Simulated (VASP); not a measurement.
Input for VASP

**POSCAR**
```
Ga3As4B
1.0
  0.0000000000   2.7322817685   2.7322817685
  2.7322817685   0.0000000000   2.7322817685
 10.9472194387  10.9472194387  -0.0180923648
Ga As B
3 4 1
Direct
  0.0157723526   0.0157723526   0.9881707355
  0.0000833023   0.0000833023   0.2499375233
  0.9843495846   0.9843495846   0.5117378116
  0.2560035378   0.2560035378   0.0579973467
  0.2400968372   0.2400968372   0.3199273721
  0.2240623775   0.2240623775   0.5819532169
  0.2738724556   0.2738724556   0.7945956583
  0.0057595525   0.0057595525   0.7456803356
```

### INCAR
```
GGA = PS   # PBEsol
LWAVE = .False.
LASPH = .True.   # aspherical one-centre terms
LREAL = .False.
ISMEAR = 1
SYSTEM = Ga3As4B
LMAXMIX = 4
NSW = 60   # most ionic steps
ENCUT = 520
ISIF = 3   # ions, shape and volume
SIGMA = 0.1
IBRION = 2   # conjugate gradients
NELM = 100   # most electronic steps
EDIFF = 1E-6
EDIFFG = -0.02   # ionic stop
ALGO = Normal   # blocked Davidson
LCHARG = .False.
PREC = Accurate
```

File KPOINTS:
```
Automatic mesh
0
Gamma
9 9 3
0 0 0
```

POTCAR, in this order: Ga_d As B (PBE.64 set). Program: vasp_std.

Task: Write an equivalent input for Ansatz.

Result: One equivalent input (not run):
Ansatz 0.2 input:
```yaml
crystal:
  lattice:
    - [0.0000000, 2.7322818, 2.7322818]
    - [2.7322818, 0.0000000, 2.7322818]
    - [10.9472194, 10.9472194, -0.0180924]
  atoms:
    - { symbol: Ga, position: [0.0157724, 0.0157724, 0.9881707] }
    - { symbol: Ga, position: [0.0000833, 0.0000833, 0.2499375] }
    - { symbol: Ga, position: [0.9843496, 0.9843496, 0.5117378] }
    - { symbol: As, position: [0.2560035, 0.2560035, 0.0579973] }
    - { symbol: As, position: [0.2400968, 0.2400968, 0.3199274] }
    - { symbol: As, position: [0.2240624, 0.2240624, 0.5819532] }
    - { symbol: As, position: [0.2738725, 0.2738725, 0.7945957] }
    - { symbol: B, position: [0.0057596, 0.0057596, 0.7456803] }
kpoints:
  mp_grid: { grid: [9, 9, 3] }
hamiltonian:
  xc: pbesol
  pseudopotentials: { kind: paw }
scf:
  occupations: { method: methfessel_paxton, width: 0.1 }
  max_iter: 100
relax:
  max_steps: 60
  f_tol: 0.02
  cell: {}
output: { forces: true, stress: true, eigenvalues: true }
```
The two are equivalent in intent, not identical: each code has its own PAW files, so the cut-off isn't converted (ENCUT is set for VASP's; basis.ecutwfc is left out, and Ansatz then takes the one that its files recommend); Ansatz stops its SCF on the density residual and VASP on the energy change (EDIFF).

The structure was generated: Ga3As4B was put into an ordered model structure (R3m), which need not be its known phase. This run relaxes it. Symmetry was kept, so distortions that lower it aren't found. The start is the result of an earlier pass.
